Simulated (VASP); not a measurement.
Output of a VASP run:

OSZICAR:
```
       N       E                     dE             d eps       ncg     rms          rms(c)
DAV:   1     0.776584145349E+01    0.77658E+01   -0.40189E+03   584   0.825E+02
DAV:   2    -0.134698517671E+02   -0.21236E+02   -0.19193E+02   808   0.108E+02
DAV:   3    -0.138585888606E+02   -0.38874E+00   -0.38874E+00   664   0.180E+01
DAV:   4    -0.138600498195E+02   -0.14610E-02   -0.14610E-02   832   0.118E+00
DAV:   5    -0.138600506717E+02   -0.85215E-06   -0.85215E-06   664   0.240E-02    0.870E+00
DAV:   6    -0.115815189114E+02    0.22785E+01   -0.11044E+01   592   0.193E+01    0.312E+00
DAV:   7    -0.115877525105E+02   -0.62336E-02   -0.36541E-01   872   0.476E+00    0.175E+00
DAV:   8    -0.115983929629E+02   -0.10640E-01   -0.67296E-02   624   0.257E+00    0.254E-01
DAV:   9    -0.115987480362E+02   -0.35507E-03   -0.10813E-03   872   0.361E-01    0.186E-01
DAV:  10    -0.115989197251E+02   -0.17169E-03   -0.80689E-04   592   0.293E-01    0.294E-02
DAV:  11    -0.115989329570E+02   -0.13232E-04   -0.26616E-05   728   0.521E-02    0.252E-02
DAV:  12    -0.115989382538E+02   -0.52968E-05   -0.15593E-05   608   0.491E-02    0.198E-03
DAV:  13    -0.115989386242E+02   -0.37043E-06   -0.37838E-07   472   0.570E-03
   1 F= -.11598939E+02 E0= -.11598939E+02  d E =-.115989E+02
       N       E                     dE             d eps       ncg     rms          rms(c)
DAV:   1    -0.116438833680E+02   -0.44945E-01   -0.20231E+00   584   0.120E+01    0.138E+00
DAV:   2    -0.116119757897E+02    0.31908E-01   -0.96808E-02   704   0.194E+00    0.675E-01
DAV:   3    -0.116056333713E+02    0.63424E-02   -0.92041E-03   688   0.673E-01    0.243E-01
DAV:   4    -0.116042364089E+02    0.13970E-02   -0.24540E-03   632   0.322E-01    0.542E-02
DAV:   5    -0.116042286484E+02    0.77605E-05   -0.58068E-05   784   0.646E-02    0.340E-02
DAV:   6    -0.116042250339E+02    0.36145E-05   -0.96872E-06   592   0.330E-02    0.565E-03
DAV:   7    -0.116042256974E+02   -0.66343E-06   -0.61564E-07   352   0.586E-03
   2 F= -.11604226E+02 E0= -.11604226E+02  d E =-.528707E-02
       N       E                     dE             d eps       ncg     rms          rms(c)
DAV:   1    -0.116351799628E+02   -0.30955E-01   -0.48595E-01   600   0.603E+00    0.674E-01
DAV:   2    -0.116275661602E+02    0.76138E-02   -0.22171E-02   688   0.936E-01    0.326E-01
DAV:   3    -0.116261020439E+02    0.14641E-02   -0.22700E-03   712   0.335E-01    0.112E-01
DAV:   4    -0.116258144157E+02    0.28763E-03   -0.53250E-04   624   0.154E-01    0.313E-02
DAV:   5    -0.116258160348E+02   -0.16192E-05   -0.13230E-05   760   0.310E-02    0.180E-02
DAV:   6    -0.116258187416E+02   -0.27068E-05   -0.19750E-06   592   0.149E-02    0.267E-03
DAV:   7    -0.116258181960E+02    0.54562E-06   -0.11878E-07   304   0.259E-03
   3 F= -.11625818E+02 E0= -.11625818E+02  d E =-.268796E-01
```

**OUTCAR**
```
------------------------ aborting loop because EDIFF is reached ----------------------------------------
  FORCE on cell =-STRESS in cart. coord.  units (eV):
  Direction    XX          YY          ZZ          XY          YZ          ZX
  --------------------------------------------------------------------------------------
  Total       -0.0057359     -0.0057359     -0.0057359      0.0000000      0.0000000      0.0000000
  in kB       -0.4238947     -0.4238947     -0.4238947      0.0000000      0.0000000      0.0000000
  external PRESSURE =      -0.4238947 kB  Pullay stress =       0.0000000 kB
  volume of cell :       21.68
      direct lattice vectors                 reciprocal lattice vectors
    -0.000000000  2.213134901  2.213134901    -0.225923869  0.225923869  0.225923869
     2.213134901 -0.000000000  2.213134901     0.225923869 -0.225923869  0.225923869
     2.213134901  2.213134901  0.000000000     0.225923869  0.225923869 -0.225923869
  FREE ENERGIE OF THE ION-ELECTRON SYSTEM (eV)
  ---------------------------------------------------
  free  energy   TOTEN  =       -11.6258181960 eV

  energy  without entropy=      -11.6258181959  energy(sigma->0) =      -11.62581820

 reached required accuracy - stopping structural energy minimisation
```
(Selected blocks of OUTCAR.)

**POSCAR**
```
SiC
1
    0.0000000000     2.1800000000     2.1800000000
    2.1800000000     0.0000000000     2.1800000000
    2.1800000000     2.1800000000     0.0000000000
Si C
1 1
Direct
  0.0000000000   0.0000000000   0.0000000000
  0.2500000000   0.2500000000   0.2500000000
```

Write an INCAR and KPOINTS that could have produced this output.

This is not unique; one that fits is the input of the run itself, vdW-DF2, plane waves, VASP's PBE PAW potentials (set 64).

KPOINTS:
```
Automatic mesh
0
gamma
9 9 9
```

**INCAR**
```
# general
SYSTEM  =SiC
PREC    =Accurate
ENCUT   =520
LREAL   =F
LASPH   =T   # aspherical one-centre terms

# electronic loop
EDIFF   =1E-6
NELM    =100   # most electronic steps
ALGO    =Normal   # blocked Davidson

# smearing
ISMEAR  =0   # Gaussian
SIGMA   =0.05

# functional
GGA     =ML
LUSE_VDW=T
AGGAC   =0.0
ZAB_VDW =-1.8867

# ions
IBRION  =2   # conjugate gradients
NSW     =60   # most ionic steps
ISIF    =3   # ions, shape and volume
EDIFFG  =-0.01   # ionic stop

# output
LWAVE   =F
LCHARG  =F
```

POTCAR, in this order: Si C (PBE.64 set). Program: vasp_std.

Energy and stress use the plane-wave basis of the starting cell.

The compound is SiC in the zinc blende structure. This run relaxes it. Symmetry was kept, so distortions that lower it aren't found.
